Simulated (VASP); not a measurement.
Energy against volume of CeO$_{2}$ (fluorite). Calculation: revTPSS meta-GGA, VASP's PBE PAW potentials (set 64) (plane waves; VASP). Settings: 520 eV cut-off, 7×7×7 Γ-centred mesh, Gaussian smearing of 0.050 eV, potentials Ce O.

```csv
V (Å³/atom),E (eV/atom)
12.588,-1.74995
12.990,-1.77487
13.392,-1.78317
13.794,-1.77747
```

### Question
Fit these four points and predict the energy of the run at 14.195 Å³/atom.

### Answer
A cubic in V^(−2/3), the third-order Birch-Murnaghan form, passes through the four points with V0 = 13.42 Å³/atom and B0 = 184 GPa, and gives -1.7600 eV/atom there. The run gave -1.7598 eV/atom, +0.2 meV/atom from the fit; all five points give B0 = 185 GPa.

The compound is CeO2 in the fluorite structure. It was relaxed first. The run is not spin-polarised, so no magnetic state was tried.
